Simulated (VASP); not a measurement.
All values below come from LDA (Ceperley-Alder, Perdew-Zunger), VASP's LDA PAW potentials (set 64) (plane waves; VASP 6.6.1).

Input for VASP

**INCAR**
```
LCHARG = .FALSE.
ALGO = Normal   ! blocked Davidson
LWAVE = .FALSE.
ENCUT = 520   ! plane-wave cut-off (eV)
PREC = Accurate
ISMEAR = 0   ! Gaussian
ISIF = 2
LREAL = .FALSE.
NELM = 100   ! most electronic steps
SIGMA = 0.05   ! width (eV)
LASPH = .TRUE.
EDIFF = 1E-7   ! SCF stop (eV)
LMAXMIX = 4   ! l cut-off of mixed one-centre charges
SYSTEM = CsBr
```

File POSCAR:
```
CsBr
1
    4.0627454023     0.0000000000     0.0000000000
    0.0000000000     4.0627454023     0.0000000000
    0.0000000000     0.0000000000     4.0627454023
Cs Br
1 1
Direct
  0.0000000000   0.0000000000   0.0000000000
  0.5000000000   0.5000000000   0.5000000000
```

File KPOINTS:
```
Automatic mesh
0
Gamma
7 7 7
0 0 0
```

POTCAR, in this order: Cs_sv Br (LDA.64 set). Program: vasp_std.

Unless said otherwise, spin-orbit coupling is left out, though it shifts the bands of the heavy elements here.

Task: Predict the energy per atom (σ→0), pressure, band gap (on the k-mesh).

Result: 
```json
{
  "energy per atom (σ→0)": "-3387 meV/atom",
  "band gap (on the k-mesh)": "4.38 eV",
  "pressure": "1.53 GPa"
}
```

### OSZICAR
```
...
DAV:   7    -0.677625521407E+01    0.34842E-01   -0.13479E-01   592   0.204E+00    0.517E-01
DAV:   8    -0.677419079413E+01    0.20644E-02   -0.75345E-03   592   0.603E-01    0.935E-02
DAV:   9    -0.677393065588E+01    0.26014E-03   -0.54741E-04   576   0.171E-01    0.590E-02
DAV:  10    -0.677394669334E+01   -0.16037E-04   -0.80403E-05   592   0.562E-02    0.194E-02
DAV:  11    -0.677394687604E+01   -0.18270E-06   -0.15287E-05   548   0.245E-02    0.261E-03
DAV:  12    -0.677394664274E+01    0.23330E-06   -0.10490E-06   580   0.762E-03    0.996E-04
DAV:  13    -0.677394666463E+01   -0.21887E-07   -0.22271E-07   444   0.279E-03
   1 F= -.67739467E+01 E0= -.67739467E+01  d E =-.109635E-13
```

The compound is CsBr in the CsCl type structure. This cell is one point of a volume scan, at 0.94 of the reference volume.
